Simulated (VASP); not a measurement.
These are PBE GGA, VASP's PBE PAW potentials (set 64) (plane waves; VASP) values and carry that method's errors.

The input files of a VASP run:

INCAR:
```
SYSTEM = PtS2
PREC = Accurate
ENCUT = 520
EDIFF = 1E-6
NELM = 100
ALGO = Normal
LREAL = .FALSE.
LASPH = .TRUE.
ISMEAR = 0
SIGMA = 0.05
GGA = PE
LMAXMIX = 6
LWAVE = .FALSE.
LCHARG = .FALSE.
IBRION = 2
ISIF = 3
NSW = 60
EDIFFG = -0.02
```

POSCAR:
```
PtS2
1.0
  1.7904071099  -3.1010761535   0.0000000000
  1.7904071099   3.1010761535   0.0000000000
  0.0000000000   0.0000000000   6.0263497049
Pt S
1 2
Cartesian
  3.5808142198   0.0000000000   0.0000000000
  1.7904071099   1.0336941186   1.2182079148
  1.7904071099  -1.0336941186   4.8081417901
```

KPOINTS:
```
kpoints
0
Gamma
7 7 4
0 0 0
```

POTCAR, in this order: Pt S (PBE.64 set). Program: vasp_std.

Q: What will the output report for the number of irreducible k-points (NKPTS), largest plane-wave count, number of space-group operations, FFT grid (NGX, NGY, NGZ)?

A: 
- number of irreducible k-points (NKPTS): 28
- largest plane-wave count: 1834
- number of space-group operations: 12
- FFT grid (NGX, NGY, NGZ): 28 × 28 × 48

The compound is PtS2 in the 1T layered structure. This run relaxes it. Symmetry was kept, so distortions that lower it aren't found. The start is the result of an earlier pass.
